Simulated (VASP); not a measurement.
Level of theory: PBEsol GGA, VASP's PBE PAW potentials (set 64) (plane waves; VASP).

VASP input:

POSCAR:
```
GaN
1
    3.1820442646     0.0000000000     0.0000000000
   -1.5910221323     2.7557311313     0.0000000000
    0.0000000000     0.0000000000     5.1800056342
Ga N
2 2
Direct
  0.3333330000   0.6666670000   0.0000408433
  0.6666670000   0.3333330000   0.5000408433
  0.3333330000   0.6666670000   0.3769591567
  0.6666670000   0.3333330000   0.8769591567
```

### KPOINTS
```
Automatic mesh
0
Gamma
7 7 4
0 0 0
```

INCAR:
```
ALGO = Normal
EDIFF = 1E-6
EDIFFG = -0.02
ENCUT = 530
GGA = PS
IBRION = 2
ISIF = 3
ISMEAR = 0
LASPH = .TRUE.
LCHARG = .FALSE.
LMAXMIX = 4
LREAL = .FALSE.
LWAVE = .FALSE.
NELM = 100
NSW = 60
PREC = Accurate
SIGMA = 0.05
SYSTEM = GaN
```

POTCAR, in this order: Ga_d N (PBE.64 set). Program: vasp_std.

What VASP printed:

### OSZICAR
```
       N       E                     dE             d eps       ncg     rms          rms(c)
DAV:   1     0.278217743621E+03    0.27822E+03   -0.18860E+04  1110   0.312E+03
DAV:   2     0.537373673060E+01   -0.27284E+03   -0.26442E+03  1178   0.536E+02
DAV:   3    -0.284638712617E+02   -0.33838E+02   -0.33324E+02  1176   0.156E+02
DAV:   4    -0.299014926707E+02   -0.14376E+01   -0.14332E+01  1552   0.330E+01
DAV:   5    -0.299175127686E+02   -0.16020E-01   -0.16016E-01  1152   0.334E+00    0.102E+01
DAV:   6    -0.262417324090E+02    0.36758E+01   -0.13464E+01  1932   0.576E+01    0.311E+00
DAV:   7    -0.263135649921E+02   -0.71833E-01   -0.15473E+00  1182   0.102E+01    0.263E+00
DAV:   8    -0.262902456843E+02    0.23319E-01   -0.29250E-01  1826   0.789E+00    0.923E-01
DAV:   9    -0.262662716180E+02    0.23974E-01   -0.11629E-01  1830   0.574E+00    0.293E-01
DAV:  10    -0.262670511083E+02   -0.77949E-03   -0.54894E-03  1258   0.779E-01    0.136E-01
DAV:  11    -0.262669943584E+02    0.56750E-04   -0.72970E-04  1634   0.515E-01    0.225E-02
DAV:  12    -0.262669967230E+02   -0.23646E-05   -0.14676E-04  1412   0.937E-02    0.116E-02
DAV:  13    -0.262669963918E+02    0.33116E-06   -0.19327E-05  1468   0.894E-02    0.535E-03
DAV:  14    -0.262669963758E+02    0.16046E-07   -0.13536E-06   878   0.268E-02
   1 F= -.26266996E+02 E0= -.26266996E+02  d E =-.262670E+02
```

### OUTCAR
```
------------------------ aborting loop because EDIFF is reached ----------------------------------------
  FORCE on cell =-STRESS in cart. coord.  units (eV):
  Direction    XX          YY          ZZ          XY          YZ          ZX
  --------------------------------------------------------------------------------------
  Total       -0.0056035     -0.0056035      0.0438649      0.0000000      0.0000000      0.0000000
  in kB       -0.1976510     -0.1976510      1.5472270      0.0000000      0.0000000      0.0000000
  external PRESSURE =       0.3839750 kB  Pullay stress =       0.0000000 kB
  volume of cell :       45.42
      direct lattice vectors                 reciprocal lattice vectors
     3.182044265  0.000000000  0.000000000     0.314263384  0.181440052  0.000000000
    -1.591022132  2.755731131  0.000000000     0.000000000  0.362880104  0.000000000
     0.000000000  0.000000000  5.180005634     0.000000000  0.000000000  0.193049983
  FREE ENERGIE OF THE ION-ELECTRON SYSTEM (eV)
  ---------------------------------------------------
  free  energy   TOTEN  =       -26.2669963758 eV

  energy  without entropy=      -26.2669963758  energy(sigma->0) =      -26.26699638

 reached required accuracy - stopping structural energy minimisation
```
(Selected blocks of OUTCAR.)

OUTCAR:
```
 val. band max:        5.2498579963   @ k =   0.0000   0.0000   0.0000

 cond. band min:       7.1566292960   @ k =   0.0000   0.0000   0.0000


 Fermi energy:         5.4701504688

 k-point     1 :       0.0000    0.0000    0.0000
  band No.  band energies     occupation
      1     -10.7773      2.00000
      2      -9.8038      2.00000
      3      -8.1541      2.00000
      4      -8.1390      2.00000
      5      -8.1390      2.00000
      6      -8.0759      2.00000
      7      -8.0759      2.00000
      8      -7.8771      2.00000
      9      -7.8771      2.00000
     10      -7.7755      2.00000
     11      -7.7755      2.00000
     12      -6.5364      2.00000
     13      -1.9101      2.00000
     14       4.1973      2.00000
     15       4.1974      2.00000
     16       5.2137      2.00000
     17       5.2498      2.00000
     18       5.2499      2.00000
     19       7.1566      0.00000
     20       9.4610      0.00000
     21      14.3825      0.00000
     22      15.0713      0.00000

 k-point     2 :       0.1429    0.0000    0.0000
  band No.  band energies     occupation
      1     -10.5776      2.00000
      2      -9.7532      2.00000
      3      -8.1318      2.00000
      4      -8.1112      2.00000
      5      -8.0787      2.00000
      6      -8.0478      2.00000
      7      -8.0362      2.00000
      8      -7.8943      2.00000
      9      -7.8774      2.00000
     10      -7.8072      2.00000
     11      -7.7710      2.00000
     12      -6.3968      2.00000
     13      -1.6187      2.00000
     14       2.8560      2.00000
     15       3.7978      2.00000
     16       3.8422      2.00000
     17       5.0032      2.00000
     18       5.0658      2.00000
     19       8.4059      0.00000
     20      10.5191      0.00000
     21      13.5974      0.00000
     22      14.2139      0.00000

 k-point     3 :       0.2857   -0.0000    0.0000
  band No.  band energies     occupation
      1     -10.1432      2.00000
...
```

The compound is GaN in the wurtzite structure. It was relaxed first. The start is the result of an earlier pass.
